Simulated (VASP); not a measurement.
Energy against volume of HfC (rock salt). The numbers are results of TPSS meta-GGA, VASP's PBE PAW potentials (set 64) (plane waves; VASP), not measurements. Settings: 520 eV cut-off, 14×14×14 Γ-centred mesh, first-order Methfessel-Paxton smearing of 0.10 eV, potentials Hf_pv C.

| V (Å³/atom) | E (eV/atom) |
|---|---|
| 11.744 | -12.15484 |
| 12.119 | -12.18355 |
| 12.494 | -12.19243 |
| 12.869 | -12.18426 |

### Question
Fit these four points and predict the energy of the run at 13.244 Å³/atom.

### Answer
A cubic in V^(−2/3), the third-order Birch-Murnaghan form, passes through the four points with V0 = 12.49 Å³/atom and B0 = 242 GPa, and gives -12.1614 eV/atom there. The run gave -12.1614 eV/atom, +0.0 meV/atom from the fit; all five points give B0 = 243 GPa.

The compound is HfC in the rock salt structure. It was relaxed first.
